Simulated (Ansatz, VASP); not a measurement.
## CSe2 (CdI2 type (invented)) in two plane-wave programs

One calculation is typed for both programs; each brings its own data sets. How far apart do they land? The cell is generated by rule, not measured, and may not be a known phase. The cell is taken from a series of runs on this material, whose earlier steps may have relaxed, scaled, displaced or heated it; both programs get it as it stands.

Method: plane waves, with VASP 6.6.1 beside it; relaxation of cell and atoms at PBEsol, in Ansatz 0.2.0.

### Step 1. Starting point

Symmetry: P-3m1, No. 164, trigonal system. The conventional cell has a = 3.067 Å, b = 3.067 Å, c = 5.996 Å, α = 90.00°, β = 90.00°, γ = 120.00°. C has 6 Se at 2.23 Å nearest. Nearest to Se lie 3 C at 2.23 Å. Farther neighbours and most contacts between anions are not listed.

As a file:

```
C Se
1.0
     3.06724    0.00000    0.00000
    -1.53362    2.65630    0.00000
     0.00000    0.00000    5.99617
C Se
1 2
Direct
  0.00000 0.00000 0.00000
  0.33333 0.66667 0.22646
  0.66667 0.33333 0.77354
```

### Step 2. VASP: relaxation of cell and atoms, PBEsol

The relaxed volume is the usual yardstick between codes: in a stiff, nearly cubic crystal its relative difference is about their pressure difference at one cell divided by the bulk modulus.

Lines of VASP's logs that name or quote its potential files are left out, and so is its time.

Contents of INCAR:

```
SYSTEM = CSe2
PREC = Accurate
ENCUT = 600
EDIFF = 1E-07
NELM = 120
ISMEAR = 0
SIGMA = 0.1
LREAL = .FALSE.
ALGO = Normal
GGA = PS
NBANDS = 14
LORBIT = 11
LWAVE = .FALSE.
LCHARG = .FALSE.
ISIF = 3
IBRION = 2
NSW = 80
EDIFFG = -0.005
LASPH = .TRUE.
GGA_COMPAT = .FALSE.
NELMIN = 4
```

Contents of POSCAR:

```
CSe2
1.0
    3.0672350000      0.0000000000      0.0000000000
   -1.5336180000      2.6563030000      0.0000000000
    0.0000000000      0.0000000000      5.9961740000
C Se
1 2
Direct
    0.0000000000      0.0000000000      0.0000000000
    0.3333335048      0.6666667922      0.2264615737
    0.6666670095      0.3333335843      0.7735384263
```

Contents of KPOINTS:

```
Automatic mesh
0
Gamma
15 15 8
0 0 0
```

PAW data sets: C and Se (PBE family, release 64).

Launch:

```
> mpirun -np 1 vasp_std
```

Numbers of over 12 decimals in the logs are rounded to 6 here.

The program printed:

```text
[banner, memory and clock lines left out]
running    1 mpi-ranks, on    1 nodes
 distrk:  each k-point on    1 cores,    1 groups
 distr:  one band on    1 cores,    1 groups

 POSCAR found type information on POSCAR C Se
 POSCAR found :  2 types and       3 ions
|                                                                             |
|               ----> ADVICE to this user running VASP <----                  |
|                                                                             |
|     You enforced a specific xc type in the INCAR file but a different       |
|     [... a line on the potential file left out ...]
|     I HOPE YOU KNOW WHAT YOU ARE DOING!                                     |
|                                                                             |

 LDA part: xc-table for (Slater+PW92), standard interpolation
 POSCAR, INCAR and KPOINTS ok, starting setup
 FFT: planning ... GRIDC
 FFT: planning ... GRID_SOFT
 FFT: planning ... GRID
 WAVECAR not read
 entering main loop
       N       E                     dE             d eps       ncg     rms          rms(c)
DAV:   1     0.629361279271E+02    0.62936E+02   -0.75768E+03  5376   0.113E+03
DAV:   2    -0.973292806137E+01   -0.72669E+02   -0.66890E+02  7168   0.169E+02
DAV:   3    -0.137795626914E+02   -0.40466E+01   -0.39859E+01  6708   0.426E+01
DAV:   4    -0.138139695549E+02   -0.34407E-01   -0.34382E-01  6426   0.456E+00
DAV:   5    -0.138142337671E+02   -0.26421E-03   -0.26420E-03  6936   0.396E-01    0.748E+00
DAV:   6    -0.134784522778E+02    0.33578E+00   -0.69976E-01  6014   0.849E+00    0.358E+00
DAV:   7    -0.134521823681E+02    0.26270E-01   -0.20583E-01  6006   0.349E+00    0.268E+00
DAV:   8    -0.134509081857E+02    0.12742E-02   -0.36296E-02  6258   0.136E+00    0.350E-01
DAV:   9    -0.134485140440E+02    0.23941E-02   -0.25374E-03  6578   0.514E-01    0.696E-02
DAV:  10    -0.134485959064E+02   -0.81862E-04   -0.10865E-03  6552   0.217E-01    0.404E-02
DAV:  11    -0.134485868767E+02    0.90297E-05   -0.17265E-05  6600   0.308E-02    0.147E-02
DAV:  12    -0.134485855845E+02    0.12922E-05   -0.30438E-06  6702   0.122E-02    0.283E-03
DAV:  13    -0.134485854003E+02    0.18420E-06   -0.27505E-07  6258   0.395E-03    0.166E-03
DAV:  14    -0.134485853905E+02    0.98161E-08   -0.37843E-08  3294   0.141E-03
   1 F= -.13448585E+02 E0= -.13445031E+02  d E =-.134486E+02
[...]
2 F= -.13450440E+02 E0= -.13446495E+02  d E =-.185471E-02
[...]
3 F= -.13450672E+02 E0= -.13446866E+02  d E =-.208653E-02
[...]
4 F= -.13450723E+02 E0= -.13446926E+02  d E =-.514200E-04
 trial-energy change:   -0.000051  1 .order   -0.000050   -0.000237    0.000137
 step:   0.6067(harm=  0.6008)  dis= 0.00033  next Energy=   -13.450748 (dE=-0.761E-04)
 bond charge predicted
       N       E                     dE             d eps       ncg     rms          rms(c)
DAV:   1    -0.134507845220E+02   -0.61235E-04   -0.12420E-03  5664   0.221E-01    0.341E-02
DAV:   2    -0.134507586229E+02    0.25899E-04   -0.40097E-05  6204   0.450E-02    0.190E-02
DAV:   3    -0.134507479260E+02    0.10697E-04   -0.25791E-05  5988   0.286E-02    0.466E-03
DAV:   4    -0.134507477471E+02    0.17890E-06   -0.58330E-07  6246   0.622E-03    0.293E-03
DAV:   5    -0.134507477094E+02    0.37775E-07   -0.10899E-07  4140   0.222E-03
   5 F= -.13450748E+02 E0= -.13446948E+02  d E =-.757927E-04
 curvature:  -0.31 expect dE=-0.243E-06 dE for cont linesearch -0.192E-07
 trial: gam= 0.01710 g(F)=  0.406E-06 g(S)=  0.366E-06 ort =-0.399E-05 (trialstep = 0.880E+00)
 search vector abs. value=  0.711E-06
 reached required accuracy - stopping structural energy minimisation
```

From OUTCAR (step 2):

```text
ion  position               nearest neighbor table
   1  0.000  0.000  0.000-   3 2.23   2 2.23   3 2.23   2 2.23   2 2.23   3 2.23
   2  0.333  0.667  0.226-   1 2.23   1 2.23   1 2.23
   3  0.667  0.333  0.774-   1 2.23   1 2.23   1 2.23

  LATTYP: Found a hexagonal cell.
 ALAT       =     3.0672350000
 C/A-ratio  =     1.9549118343

 Subroutine GETGRP returns: Found 12 space group operations
 (whereof 12 operations were pure point group operations)

The static configuration has the point symmetry D_3d.

 Found    192 irreducible k-points:

   k-points           NKPTS =    192   k-points in BZ     NKDIM =    192   number of bands    NBANDS=     14

   dimension x,y,z NGX =    28 NGY =   28 NGZ =   48
   dimension x,y,z NGXF=    56 NGYF=   56 NGZF=   96

   ENCUT  =  600.0 eV  44.10 Ry    6.64 a.u.   6.13  6.13 11.98*2*pi/ulx,y,z

   NELECT =      16.0000    total number of electrons

 k-points in reciprocal lattice and weights: Automatic mesh
   0.00000000  0.00000000  0.00000000       0.001
   0.06666667  0.00000000  0.00000000       0.003
   0.13333333  0.00000000  0.00000000       0.003
   0.20000000 -0.00000000  0.00000000       0.003
   0.26666667  0.00000000  0.00000000       0.003
   0.33333333  0.00000000  0.00000000       0.003
   0.40000000  0.00000000  0.00000000       0.003
   0.46666667  0.00000000  0.00000000       0.003
   0.06666667  0.06666667  0.00000000       0.003
[...]
0.33333333  0.26666667  0.50000000       0.007
   0.33333333  0.33333333  0.50000000       0.001

 average (electrostatic) potential at core
       1 -50.8755       2 -53.4577       3 -53.4577

 E-fermi :   5.7847

 k-point     1 :       0.0000    0.0000    0.0000
  band No.  band energies     occupation
    ...
      2      -9.3157      2.00000
      3      -3.7251      2.00000
      4       3.2768      2.00000
      5       4.2933      2.00000
      6       4.2933      2.00000
      7       6.1281      0.00000
      8       6.9411      0.00000
      9       6.9411      0.00000
     10       9.4055      0.00000
     11       9.4055      0.00000
    ...

 k-point     2 :       0.0667    0.0000    0.0000
  band No.  band energies     occupation
    ...
      2      -9.2411      2.00000
      3      -3.6688      2.00000
      4       3.2939      2.00000
      5       3.5374      2.00000
      6       4.0929      2.00000
      7       6.2100      0.00000
      8       6.7860      0.00000
      9       6.9993      0.00000
     10       9.0338      0.00000
     11       9.3857      0.00000
    ...

 k-point     3 :       0.1333    0.0000    0.0000
  band No.  band energies     occupation
    ...
      3      -3.5145      2.00000
      4       2.1634      2.00000
      5       3.2740      2.00000
      6       3.6265      2.00000
      7       5.1494      2.00000
      8       7.0106      0.00000
      9       7.4742      0.00000
     10       8.2152      0.00000
     11       9.3988      0.00000
     12      10.3600      0.00000
    ...

  Total        0.0015949      0.0015949      0.0042019     -0.0000000     -0.0000000      0.0000000
  in kB        0.0524178      0.0524178      0.1381012     -0.0000000     -0.0000000      0.0000000
  external PRESSURE =       0.0809790 kB  Pullay stress =       0.0000000 kB

  energy-cutoff  :      600.00
  volume of cell :       48.75
      direct lattice vectors                 reciprocal lattice vectors
     3.057024517  0.000000002 -0.000000000     0.327115466  0.188860294 -0.000000000
    -1.528512755  2.647460466  0.000000000    -0.000000000  0.377720466  0.000000000
     0.000000000 -0.000000000  6.023265641     0.000000000 -0.000000000  0.166022895

 POSITION                                       TOTAL-FORCE (eV/Angst)
 -----------------------------------------------------------------------------------
      0.00000     -0.00000      6.02327        -0.000000     -0.000000      0.000000
      0.00000      1.76497      1.36858         0.000000     -0.000000     -0.002051
      1.52851      0.88249      4.65469        -0.000000      0.000000      0.002051
 -----------------------------------------------------------------------------------
    total drift:                               -0.000319     -0.000319      0.000000

  FREE ENERGIE OF THE ION-ELECTRON SYSTEM (eV)
  ---------------------------------------------------
  free  energy   TOTEN  =       -13.4507477094 eV

  energy  without entropy=      -13.4431477188  energy(sigma->0) =      -13.44694771

 reached required accuracy - stopping structural energy minimisation

 total charge
# of ion       s       p       d       tot
------------------------------------------
    1        0.925   1.227   0.000   2.152
    2        1.525   2.102   0.085   3.712
    3        1.525   2.102   0.085   3.712
--------------------------------------------------
tot          3.976   5.431   0.169   9.576

[... 3 further parts left out ...]
```

CONTCAR:

```
CSe2
   1.00000000000000
     3.0570245170552166    0.0000000019185940   -0.0000000000000000
    -1.5285127552016129    2.6474604657086851    0.0000000000000000
     0.0000000000000000   -0.0000000000000000    6.0232656410055627
  C               Se
     1     2
Direct
     0.0000000000000000    0.0000000000000000    1.0000000000000000
     0.3333335048000023    0.6666667921999974    0.2272156166258171
     0.6666670095000029    0.3333335843000000    0.7727843833741829
```

### Step 3. Ansatz: relaxation of cell and atoms, PBEsol

Ansatz runs on its default PAW (the set named soft_2) files.

The same cell, functional, mesh and smearing now go to Ansatz, which takes its cutoff from its data sets.

Contents of input.yaml:

```yaml
crystal:
  lattice:
    - [3.0672352283, 2.872e-07, 0.0]
    - [-1.5336178629, 2.6563034835, 0.0]
    - [0.0, 0.0, 5.9961736942]
  atoms:
    - { symbol: C, position: [0.0, 0.0, 0.0] }
    - { symbol: Se, position: [0.3333333333, 0.6666666667, 0.2264615359] }
    - { symbol: Se, position: [0.6666666667, 0.3333333333, 0.7735384641] }
kpoints:
  mp_grid: { grid: [15, 15, 8] }
hamiltonian:
  xc: pbesol
scf:
  occupations: { method: gaussian, width: 0.1 }
output:
  forces: true
  stress: true
  eigenvalues: true
relax:
  adjacent_minimum: "off"
  f_tol: 0.005
  max_steps: 80
  cell: { stress_tol: 0.05 }
```

Launch:

```
> ansatz run input.yaml --threads 2 --pin off --max-ram 5120MiB --backend cpu --events-out ev --progress --plain --runs-dir out
```

The program printed:

```text
Engine: ansatz 0.2.0, aarch64-unknown-linux-gnu
Pseudopotentials: kind: paw
Pseudopotential: C, paw, valence charge 4, recommended cutoff 420 eV (normal), C.paw.azcp
Pseudopotential: Se, paw, valence charge 16, recommended cutoff 420 eV (normal), Se.paw.azcp
Functional definition: PBEsol
  exchange = pbesol_x
  correlation = pbesol_c
Crystal: 3 atoms, lattice volume = 48.854 Å³
Basis set: ecut = 420 eV, 945 PW (Γ), exchange–correlation on 48×48×90 points (8 copies of the dense FFT grid, shifted against one another)
Bands: 22, of which v1, the nominal top of the filled ones, is band 18 counted from 1 (17 counted from 0)
Symmetry: 12 space group operations
Space group: P-3m1 (ITA 164), of the structure as read, at distance tolerance 3.7e-5 Å
k-points: 192 of 1800
Non-local potential: C, projectors of the file, l = 0: 2, l = 1: 2, l = 2: 1
Non-local potential: Se, projectors of the file, l = 0: 2, l = 1: 2, l = 2: 3, l = 3: 1
PAW form: soft (Blöchl's): semilocal exchange-correlation on the pseudo side does not see the compensation charge
PAW frozen core: C, regenerated for the run's functional, and the local potential with it (the file was generated under x = pbe(κ = 0.804, μ = 0.219515), c = pbe(β = 0.066725))
PAW frozen core: Se, regenerated for the run's functional, and the local potential with it (the file was generated under x = pbe(κ = 0.804, μ = 0.219515), c = pbe(β = 0.066725))
PAW one-centre angular grid: C, 110 points (default); XC on 64 Gauss nodes
PAW one-centre angular grid: Se, 590 points (default); XC on 64 Gauss nodes
Initial density: superposition of atomic densities (neutral atoms: chi_scale 0, normalization atom), corrected by the library's trained network
Initial wavefunctions: pseudopotential atomic-orbital guess
Functional: x = pbesol(κ = 0.804, μ = 0.123457), c = pbesol(β = 0.046)
SCF iter   1: F=—  HF=-11091.196340 eV  |F-HF|=—  |Δ(HF+E_count)|=         —  Δρ=6.84e-3  dr2=2.55e-2  ethr=1.77e-3  ⟨swp⟩=5.0  Hψ=17462  notcnv=0
preconditioner: auto → LDOS  [metal: Δε(μ)=0.019 eV  Ē_g=10.120 eV  σ=0.100 eV  W_gap=0.11  n_scr=22 (ndim 8)  ℏωp=21.3 eV  f_vac=0.023  D(μ)=1.42/eV (n_scr^D=4)  β→1.0]
SCF iter   2: F=—  HF=-11091.196297 eV  |F-HF|=—  |Δ(HF+E_count)|=   4.32e-5  Δρ=4.51e-3  dr2=2.51e-2  ethr=7.09e-5  ⟨swp⟩=2.0  Hψ=9180  notcnv=0  defer=36
SCF iter   3: F=—  HF=-11091.189418 eV  |F-HF|=—  |Δ(HF+E_count)|=   6.88e-3  Δρ=6.77e-4  dr2=2.55e-4  ethr=6.99e-5  ⟨swp⟩=2.1  Hψ=6305  notcnv=0  defer=36
SCF iter   4: F=—  HF=-11091.189426 eV  |F-HF|=—  |Δ(HF+E_count)|=   7.79e-6  Δρ=1.39e-4  dr2=7.81e-6  ethr=7.09e-7  ⟨swp⟩=2.3  Hψ=6307  notcnv=0  defer=36
SCF iter   5: F=—  HF=-11091.189427 eV  |F-HF|=—  |Δ(HF+E_count)|=   1.08e-6  Δρ=2.08e-5  dr2=2.51e-7  ethr=2.17e-8  ⟨swp⟩=2.3  Hψ=7417  notcnv=0  defer=36
SCF iter   6: F=-11091.189427 eV  HF=-11091.189427 eV  |F-HF|=1.10e-8  |Δ(HF+E_count)|=   2.07e-7  Δρ=8.28e-6  dr2=1.66e-8  ethr=2.78e-10  ⟨swp⟩=6.3  Hψ=20059  notcnv=0
SCF 1 converged in 6 iterations: F = -11091.189427 eV  dr2 = 1.66e-8
  greatest PAW one-centre occupation: 1.000 electrons in one spin orbital (limit 2), on the Se atom at site 2 (counted from 0), in its partial waves of l = 2
relax step   1: F+E_penalty+E_count = -11091.18942686 eV  Δ(F+E_penalty+E_count) = +0.000e0 eV  max|allowed force component| = 1.092e-1 eV/Å  Δτ_max = 0.0000 Å  P = -0.211 GPa  Ω = 48.854 Å³  (6 SCF iters, dr2 threshold 1.00e-7 eV, accepted)
[...]
relax step   2: F+E_penalty+E_count = -11091.18314820 eV  Δ(F+E_penalty+E_count) = +6.279e-3 eV  max|allowed force component| = 2.116e-1 eV/Å  Δτ_max = 0.0259 Å  P = +0.552 GPa  Ω = 47.881 Å³  energy of the carried Pulay correction = +6.827e-4 eV  (5 SCF iters, dr2 threshold 3.00e-7 eV, rejected (line search))
[...]
relax step   3: F+E_penalty+E_count = -11091.19160451 eV  Δ(F+E_penalty+E_count) = -2.178e-3 eV  max|allowed force component| = 2.213e-2 eV/Å  Δτ_max = 0.0047 Å  P = -0.016 GPa  Ω = 48.667 Å³  energy of the carried Pulay correction = +1.298e-4 eV  (7 SCF iters, accepted)
[...]
relax step   4: F+E_penalty+E_count = -11091.19160294 eV  Δ(F+E_penalty+E_count) = +1.573e-6 eV  max|allowed force component| = 3.807e-3 eV/Å  Δτ_max = 0.0029 Å  P = -0.012 GPa  Ω = 48.747 Å³  energy of the carried Pulay correction = +7.455e-5 eV  (4 SCF iters, dr2 threshold 4.25e-8 eV, accepted)
[...]
relax step   5: F+E_penalty+E_count = -11091.19151821 eV  Δ(F+E_penalty+E_count) = +8.473e-5 eV  max|allowed force component| = 3.858e-3 eV/Å  Δτ_max = 0.0000 Å  P = -0.015 GPa  Ω = 48.747 Å³  stress off target by 1.62e-2 GPa  SCF on the basis re-selected at this cell (its energy is not comparable with the rows above)  (5 SCF iters)
basis re-selected at this cell: Δ(F+E_penalty+E_count) = +8.473e-5 eV, ΔP = -0.003 GPa vs the last step (what re-selecting the basis moved, of the pressure what is left beyond the Pulay correction that the steps carried, after the strain that the cell walked since its last selection, with what the two solves' SCF thresholds leave and, on support functions, any second-order correction that the steps lacked; it is no m [...]
SCF converged after 5 iterations
Free energy (F): -11091.191518 eV
Harris-Foulkes:  -11091.191518 eV  (|F-HF|=1.09e-11)
Internal energy: -11091.183932 eV  (E = F + TS)
E sigma→0 (E₀):  -11091.187725 eV
Entropy (-TS):   -0.007586 eV (-2.529 meV/atom)
Fermi energy:    10.907490 eV
--- Per-component energies (eV) ---
  E_band       = -696.348146
  E_kinetic    = 317.848146
  E_local      = -4667.891537  (includes V_loc(G=0)·N_el)
  E_nonlocal   = -1154.242758
  E_hartree    = 2317.729406
  E_xc         = -253.007277
  E_vxc        = -253.753470  (∫ρ·V_xc dr)
  E_paw        = -3831.812666  (= ΣΔE_a)
  E_vpaw       = 426.234022  (= ΣTr[D̂ρ^β])
  E_aug_tail   = -0.001255  (compensation charges beyond the density's cutoff)
  E_ewald      = -3821.843992
  E_core_change = 2.038001  (= ΣΔE_core)
  E_smearing   = -0.007586  (= −TS)
  E_closure    = 0.000000  (closes the sum)
  Σ components = -11091.191518   (vs F -11091.191518, Δ=0.00e0)
--- Forces (eV/Å), atoms counted from 1 ---
  atom   1  C      0.00000000    -0.00000000     0.00000000
  atom   2  Se    -0.00000000    -0.00000000    -0.00385753
  atom   3  Se     0.00000000     0.00000000     0.00385753
  max |Σ_I F_I| component: 3.47e-18 eV/Å
--- Stress (GPa, compression-positive) ---
       -0.014188      -0.000000      -0.000000
       -0.000000      -0.014188      -0.000000
        0.000000      -0.000000      -0.016174
  P = ⅓ Tr σ = -0.0148 GPa (-0.148 kbar)
--- Band table (eV; the first three rows and the last of 192) ---
  k-point 0: bands = [... 14 lower, 9.4110, 9.4110, 11.2585, 12.0658, 12.0658, 14.5308, 14.5308, 14.7913]
  k-point 1: bands = [... 14 lower, 9.4105, 9.4105, 11.5572, 12.0778, 12.0778, 14.5072, 14.5072, 14.6902]
  k-point 2: bands = [... 14 lower, 9.4090, 9.4090, 12.1073, 12.1073, 12.1245, 14.4495, 14.4495, 14.4544]
  k-point 191: bands = [... 14 lower, 4.2873, 4.2873, 9.2224, 9.2224, 10.8501, 13.6245, 13.8723, 13.8723]
--- Relaxed structure (4 steps of the walk, 3 accepted, 1 SCFs on fresh bases) ---
  F+E_penalty+E_count = -11091.19151821 eV   max|allowed force component| = 3.858e-3 eV/Å   (the final SCF, on the basis selected at the relaxed cell)
  cell:  # Å, volume = 48.7467 Å³
    - [3.055469, 2.8611411465940033e-7, 1.8944155974074685e-19]
    - [-1.527735, 2.646114, 1.8944159046612927e-19]
    - [3.7034144052214506e-19, 6.414503992052646e-19, 6.029182]
  atoms:
    - { symbol: C, position: [0, 0, 0] }
    - { symbol: Se, position: [0.333333, 0.666667, 0.226766] }
    - { symbol: Se, position: [0.666667, 0.333333, 0.773234] }
```

In the SCF lines HF is the Harris–Foulkes energy and dr2 the Hartree energy of the density residual, in eV; the loop may stop once dr2 is under the threshold and the program's other checks hold. Hψ counts applications of the Hamiltonian.

### Step 4. Differences

Known differences besides the potentials themselves: the data sets hold 36 valence electrons in Ansatz (on its default PAW (the set named soft_2) files) and 16 in VASP; the cutoff is 420 eV in Ansatz and 600 eV in VASP; Ansatz makes its cores anew for this functional, VASP keeps those of its PBE data sets; Ansatz adds a Pulay correction to the stress that steers its cell, VASP none. Total energies have different zeros and are not compared.

Compared:

```
                                         quantity  Ansatz   VASP  difference
                                      volume (Å³)   48.75  48.75     +0.00 %
edge a after relaxation, in the typed setting (Å)   3.055  3.057     -0.05 %
edge c after relaxation, in the typed setting (Å)   6.029  6.023     +0.10 %
```

### Step 5. Outcome

- difference in edge c after relaxation, in the typed setting (relaxation of cell and atoms, PBEsol): 0.098 %

The difference in edge c after relaxation, in the typed setting is 0.098 % (relaxation of cell and atoms, PBEsol), within the 1.2 % picked in this series as the mark of a large difference, as far as the stopping tolerances let one tell. The data sets hold unlike numbers of valence electrons (36 in Ansatz and 16 in VASP), so part of the differences comes from the potentials. Such differences can come from data sets, numerical settings and the points named under the comparisons, not from the functional's error against experiment.

[Lines on the potential files, build, host, timing and source positions are cut from VASP's logs without a mark.]

[Logs are printed without paths, hosts, clocks, repeated set-up lines and the standing remarks that a program may print on its own settings, such as how far it seeks lower states.]

[Hosts, paths, dates, database ids (printed as entryN), source tags and the programs' standing remarks are cut or masked in the printed files.]
